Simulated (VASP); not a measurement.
```xyz
2
Lattice="0.0000 2.5891 2.5891 2.5891 0.0000 2.5891 2.5891 2.5891 0.0000" Properties=species:S:1:pos:R:3 pbc="T T T"
Mg     0.0000     0.0000     0.0000
S      2.5891     2.5891     2.5891
```

These are PBEsol GGA, VASP's PBE PAW potentials (set 64) (plane waves; VASP 6.6.1) values and carry that method's errors. Numerical set-up: 400 eV cut-off, Gaussian smearing of 0.050 eV, potentials Mg S.

Problem. Predict the band gap (along the path) with the smallest direct gap where there is one.

Solution. 
- band gap (along the path): 2.73 eV
- smallest direct gap (along the path): 3.71 eV

The compound is MgS in the rock salt structure. It was relaxed first.
